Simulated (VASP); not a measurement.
# Al3InN4 (P-4m2) in VASP: a series of runs, part 2 of 2

VASP 6.6.1. Earlier steps stand in the parts before.

## 4. Single point, r2SCAN

INCAR reads:

```
  PREC = Accurate
  ENCUT = 520
  EDIFF = 1E-6
  ISMEAR = 0
  SIGMA = 0.03
  LREAL = F
  LASPH = T
  NELM = 150
  ALGO = Normal
  ISIF = 2
  LWAVE = F
  LCHARG = F
  METAGGA = R2SCAN
  LMIXTAU = T
  KPAR = 4
```

KPOINTS reads:

```
Automatic mesh
0
Gamma
  8 8 4
```

POSCAR reads:

```
Al3InN4                                 
1.0
    3.2197823261      0.0000000000      0.0000000000
    0.0000000000      3.2197823261     -0.0000000000
   -0.0000000000      0.0000000000      9.1374079230
  Al              In              N             
     3     1     4
Direct
     1.0000000000000000    0.0000000000000000    0.5000000000000000
     0.5000000000000000    0.5000000000000000    0.7314194442375732
     0.5000000000000000    0.5000000000000000    0.2685805557624268
     1.0000000000000000    0.0000000000000000    1.0000000000000000
     0.0000000000000000    0.5000000000000000    0.6155885594728163
     0.5000000000000000    0.0000000000000000    0.3844114405271836
     0.0000000000000000    0.5000000000000000    0.1556913377488734
     0.5000000000000000    1.0000000000000000    0.8443086622511267
```

Potentials or basis: VASP PAW PBE potentials, release 64 (Al, In_d, N).

Command:

```console
$ cat potpaw_PBE.64/Al/POTCAR potpaw_PBE.64/In_d/POTCAR potpaw_PBE.64/N/POTCAR > POTCAR
$ mpirun -np 4 vasp_std > vasp.out
```

OUTCAR:

```text
PREC = Accurate
   ENCUT = 520
   EDIFF = 1E-6
   ISMEAR = 0
   LREAL = F
   LASPH = T
   NELM = 150
   ISIF = 2
   METAGGA = R2SCAN

 ion  position               nearest neighbor table
   1  0.000  0.000  0.500-   5 1.93   6 1.93   5 1.93   6 1.93   2 3.11   3 3.11   2 3.11   2 3.11
                             3 3.11   3 3.11   2 3.11   3 3.11
   2  0.500  0.500  0.731-   8 1.91   8 1.91   5 1.93   5 1.93   1 3.11   1 3.11   1 3.11   1 3.11
                             4 3.35   4 3.35   4 3.35   4 3.35
   3  0.500  0.500  0.269-   7 1.91   7 1.91   6 1.93   6 1.93   1 3.11   1 3.11   1 3.11   1 3.11
                             4 3.35   4 3.35   4 3.35   4 3.35
   4  0.000  0.000  0.000-   7 2.15   8 2.15   7 2.15   8 2.15   2 3.35   3 3.35   2 3.35   2 3.35
                             3 3.35   3 3.35   2 3.35   3 3.35
   5  0.000  0.500  0.616-   1 1.93   1 1.93   2 1.93   2 1.93
   6  0.500  0.000  0.384-   1 1.93   1 1.93   3 1.93   3 1.93
   7  0.000  0.500  0.156-   3 1.91   3 1.91   4 2.15   4 2.15
   8  0.500  0.000  0.844-   2 1.91   2 1.91   4 2.15   4 2.15

  LATTYP: Found a simple tetragonal cell.
 ALAT       =     3.2197823261
 C/A-ratio  =     2.8378961674

  Lattice vectors:

 A1 = (   3.2197823261,   0.0000000000,   0.0000000000)
[... 195 lines left out ...]
 fundamental gap:      2.4098580806
 Fermi energy:         6.2307107926

 k-point     1 :       0.0000    0.0000    0.0000
  band No.  band energies     occupation
      1      -9.7553      2.00000
      2      -9.3167      2.00000
      3      -8.5961      2.00000
      4      -8.0129      2.00000
      5      -7.3534      2.00000
      6      -7.3534      2.00000
[... 685 lines left out ...]
     25      13.6608      0.00000
     26      14.4379      0.00000

 [... further k-points ...]
[... 5 lines left out ...]
  --------------------------------------------------------------------------------------
  -------------------------------------------------------------------------------------
  Total       -2.6482593     -2.6482593     -2.5255515      0.0000000      0.0000000      0.0000000
  in kB      -44.7914423    -44.7914423    -42.7160185      0.0000000      0.0000000      0.0000000
  external PRESSURE =     -44.0996344 kB  Pullay stress =       0.0000000 kB

 VOLUME and BASIS-vectors are now :
 -----------------------------------------------------------------------------
  energy-cutoff  :      520.00
  volume of cell :       94.73
      direct lattice vectors                 reciprocal lattice vectors
     3.219782326  0.000000000  0.000000000     0.310580002  0.000000000  0.000000000
     0.000000000  3.219782326  0.000000000     0.000000000  0.310580002  0.000000000
     0.000000000  0.000000000  9.137407923     0.000000000  0.000000000  0.109440227

 POSITION                                       TOTAL-FORCE (eV/Angst)
 -----------------------------------------------------------------------------------
      0.00000      0.00000      4.56870         0.000000      0.000000     -0.000000
      1.60989      1.60989      6.68328         0.000000     -0.000000     -0.009089
      1.60989      1.60989      2.45413         0.000000      0.000000      0.009089
      0.00000      0.00000      0.00000         0.000000      0.000000     -0.000000
      0.00000      1.60989      5.62488        -0.000000     -0.000000      0.000692
      1.60989      0.00000      3.51252         0.000000      0.000000     -0.000692
      0.00000      1.60989      1.42262        -0.000000      0.000000     -0.050788
      1.60989      0.00000      7.71479         0.000000     -0.000000      0.050788
 -----------------------------------------------------------------------------------
    total drift:                                0.000000      0.000000     -0.000000

  FREE ENERGIE OF THE ION-ELECTRON SYSTEM (eV)
  ---------------------------------------------------
  free  energy   TOTEN  =       -89.0169223881 eV

  energy  without entropy=      -89.0169223881  energy(sigma->0) =      -89.01692239
```

OSZICAR:

```text
N       E                     dE             d eps       ncg     rms          rms(c)
DAV:   1     0.327004192278E+03    0.32700E+03   -0.20083E+04  2340   0.176E+03
DAV:   2    -0.610002292168E+02   -0.38800E+03   -0.37348E+03  2786   0.433E+02
[... 12 lines left out ...]
DAV:  15    -0.890165079527E+02   -0.10303E-02   -0.24105E-04  2542   0.145E-01    0.101E-01
DAV:  16    -0.890161910261E+02    0.31693E-03   -0.15605E-04  2470   0.125E-01    0.675E-02
DAV:  17    -0.890166871526E+02   -0.49613E-03   -0.12894E-04  2786   0.141E-01    0.220E-02
DAV:  18    -0.890169157236E+02   -0.22857E-03   -0.11381E-04  2386   0.104E-01    0.236E-02
DAV:  19    -0.890169227298E+02   -0.70062E-05   -0.67410E-06  2960   0.247E-02    0.136E-02
DAV:  20    -0.890169223881E+02    0.34171E-06   -0.25204E-06  1976   0.185E-02
   1 F= -.89016922E+02 E0= -.89016922E+02  d E =-.804035E-20
```

stdout:

```text
POSCAR found type information on POSCAR AlInN
 POSCAR found :  3 types and       8 ions
 scaLAPACK will be used
 -----------------------------------------------------------------------------
|                                                                             |
|                                                                             |
|     You enforced a specific xc type in the INCAR file but a different       |
|     I HOPE YOU KNOW WHAT YOU ARE DOING!                                     |
|                                                                             |
 -----------------------------------------------------------------------------

 LDA part: xc-table for (None), standard interpolation
 POSCAR, INCAR and KPOINTS ok, starting setup
 FFT: planning ... GRIDC
 FFT: planning ... GRID_SOFT
 FFT: planning ... GRID
 WAVECAR not read
 entering main loop
```

It took 92 s on 4 MPI ranks of Intel Xeon Platinum 8488C (Sapphire Rapids), shared host; peak memory 0.25 GiB.

Results:

- Free energy: -89.0169 eV
- Pressure: -4.4 GPa
- Largest force: 0.051 eV/Å
- Band gap on the k mesh: 2.41 eV, direct

Forces on the atoms (eV/Å):
```
Al   0.000  0.000  0.000
Al   0.000  0.000 -0.009
Al   0.000  0.000  0.009
In   0.000  0.000  0.000
N    0.000  0.000  0.001
N    0.000  0.000 -0.001
N    0.000  0.000 -0.051
N    0.000  0.000  0.051
```

Levels at points of the mesh, in eV from the valence-band top:
```
           k point  band 17  band 18  band 19  band 20  band 21  band 22  band 23  band 24  band 25  band 26
(0.00, 0.00, 0.00)    -1.16    -1.16    -0.57     0.00     0.00     2.41     3.96     5.60     5.70     7.98
(0.50, 0.00, 0.00)    -1.22    -1.21    -0.87    -0.72    -0.06     4.99     5.33     7.51     8.20     8.32
(0.50, 0.50, 0.00)    -3.00    -2.30    -2.08    -2.08    -1.91     3.48     3.48     6.35     6.35     6.77
(0.00, 0.00, 0.50)    -1.63    -0.87    -0.87    -0.11    -0.11     3.19     4.28     4.40     5.49     8.44
(0.50, 0.00, 0.50)    -1.46    -1.26    -1.22    -1.21    -0.07     5.16     5.48     7.61     7.84     8.45
(0.50, 0.50, 0.50)    -2.62    -2.53    -2.47    -2.47    -2.41     4.53     4.53     4.93     4.93     7.01
```

Caveat: the PAW data sets were made with another functional, which shifts forces and pressure a little; spin-orbit coupling is left out, which moves the levels of the heavy elements.
